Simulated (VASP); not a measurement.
Computed with AM05 GGA, VASP's PBE PAW potentials (set 64) (plane waves; VASP).

VASP ran on this input.

### INCAR
```
PREC = Accurate
LREAL = .False.
LWAVE = .False.
NELM = 100
ENCUT = 520   # plane-wave cut-off (eV)
ALGO = Normal
EDIFF = 1E-7   # SCF stop (eV)
SYSTEM = KCl
ISMEAR = -5   # tetrahedra, Bloechl
GGA = AM   # AM05
LASPH = .True.   # aspherical one-centre terms
NEDOS = 601   # DOS grid
LORBIT = 11   # lm-projected
LCHARG = .True.
ISIF = 2   # forces and stress, cell fixed
```

**KPOINTS**
```
K-points
0
gamma
  8 8 8
0 0 0
```

POSCAR:
```
KCl
4.4917270
  0.0000000000   0.7071067647   0.7071067647
  0.7071067647   0.0000000000   0.7071067647
  0.7071067647   0.7071067647   0.0000000000
K Cl
1 1
Cartesian
  0.0000000000   0.0000000000   0.0000000000
  0.7071067647   0.7071067647   0.7071067647
```

POTCAR, in this order: K_sv Cl (PBE.64 set). Program: vasp_std.

The resulting files:

File OSZICAR:
```
       N       E                     dE             d eps       ncg     rms          rms(c)
DAV:   1     0.105585535221E+03    0.10559E+03   -0.73033E+03   696   0.119E+03
DAV:   2    -0.677209616113E-01   -0.10565E+03   -0.97830E+02   904   0.276E+02
DAV:   3    -0.673423885958E+01   -0.66665E+01   -0.66232E+01   904   0.638E+01
DAV:   4    -0.695402251136E+01   -0.21978E+00   -0.21956E+00  1208   0.107E+01
DAV:   5    -0.695745663451E+01   -0.34341E-02   -0.34340E-02   932   0.102E+00    0.310E+00
DAV:   6    -0.669690715093E+01    0.26055E+00   -0.51501E-01   816   0.406E+00    0.254E+00
DAV:   7    -0.669156373462E+01    0.53434E-02   -0.12837E-01   884   0.224E+00    0.149E+00
DAV:   8    -0.670954014234E+01   -0.17976E-01   -0.25883E-02   844   0.133E+00    0.195E-01
DAV:   9    -0.671078359257E+01   -0.12435E-02   -0.17223E-03   932   0.291E-01    0.112E-01
DAV:  10    -0.671187594769E+01   -0.10924E-02   -0.12394E-03   768   0.268E-01    0.206E-02
DAV:  11    -0.671190973815E+01   -0.33790E-04   -0.43922E-05  1008   0.492E-02    0.111E-02
DAV:  12    -0.671192124244E+01   -0.11504E-04   -0.16328E-05   828   0.289E-02    0.513E-03
DAV:  13    -0.671192251795E+01   -0.12755E-05   -0.28215E-06   844   0.128E-02    0.198E-03
DAV:  14    -0.671192265076E+01   -0.13281E-06   -0.16033E-07   876   0.323E-03    0.812E-04
DAV:  15    -0.671192270713E+01   -0.56368E-07   -0.24725E-08   636   0.114E-03
   1 F= -.67119227E+01 E0= -.67119227E+01  d E =0.000000E+00
```

### OUTCAR
```
------------------------ aborting loop because EDIFF is reached ----------------------------------------
  FORCE on cell =-STRESS in cart. coord.  units (eV):
  Direction    XX          YY          ZZ          XY          YZ          ZX
  --------------------------------------------------------------------------------------
  Total        0.0008258      0.0008258      0.0008258     -0.0000000     -0.0000000     -0.0000000
  in kB        0.0206467      0.0206467      0.0206467     -0.0000000     -0.0000000     -0.0000000
  external PRESSURE =       0.0206467 kB  Pullay stress =       0.0000000 kB
  volume of cell :       64.08
      direct lattice vectors                 reciprocal lattice vectors
     0.000000000  3.176130547  3.176130547    -0.157424260  0.157424260  0.157424260
     3.176130547  0.000000000  3.176130547     0.157424260 -0.157424260  0.157424260
     3.176130547  3.176130547  0.000000000     0.157424260  0.157424260 -0.157424260
  FREE ENERGIE OF THE ION-ELECTRON SYSTEM (eV)
  ---------------------------------------------------
  free  energy   TOTEN  =        -6.7119227071 eV

  energy  without entropy=       -6.7119227071  energy(sigma->0) =       -6.71192271

 total charge

# of ion       s       p       d       tot
------------------------------------------
    1        1.956   5.575   0.024   7.554
    2        1.575   3.550   0.000   5.125
--------------------------------------------------
tot          3.530   9.125   0.024  12.679
```
(Selected blocks of OUTCAR.)

OUTCAR:
```
 val. band max:       -1.9108726688   @ k =   0.0000   0.0000   0.0000

 cond. band min:       3.2409452453   @ k =   0.0000   0.0000   0.0000


 Fermi energy:        -1.8561492162

 k-point     1 :       0.0000    0.0000    0.0000
  band No.  band energies     occupation
      1     -29.0454      2.00000
      2     -13.9326      2.00000
      3     -12.6109      2.00000
      4     -12.6109      2.00000
      5     -12.6109      2.00000
      6      -1.9109      2.00000
      7      -1.9109      2.00000
      8      -1.9109      2.00000
      9       3.2409      0.00000
     10       6.4577      0.00000
     11       6.4577      0.00000
     12       6.4577      0.00000

 k-point     2 :       0.1250    0.0000    0.0000
  band No.  band energies     occupation
      1     -29.0440      2.00000
      2     -13.9635      2.00000
      3     -12.6122      2.00000
      4     -12.6122      2.00000
      5     -12.5725      2.00000
      6      -2.0908      2.00000
      7      -1.9584      2.00000
      8      -1.9584      2.00000
      9       3.6042      0.00000
     10       6.3478      0.00000
     11       6.6477      0.00000
     12       6.6477      0.00000

 k-point     3 :       0.2500    0.0000    0.0000
  band No.  band energies     occupation
      1     -29.0407      2.00000
      2     -14.0320      2.00000
      3     -12.6152      2.00000
      4     -12.6152      2.00000
      5     -12.4858      2.00000
      6      -2.4682      2.00000
      7      -2.0690      2.00000
      8      -2.0690      2.00000
      9       4.4706      0.00000
     10       6.2527      0.00000
     11       7.1870      0.00000
     12       7.1870      0.00000

 k-point     4 :       0.3750    0.0000    0.0000
  band No.  band energies     occupation
      1     -29.0374      2.00000
      2     -14.0938      2.00000
      3     -12.6182      2.00000
      4     -12.6182      2.00000
      5     -12.4054      2.00000
      6      -2.7913      2.00000
...
```

The compound is KCl in the rock salt structure. It was relaxed first.
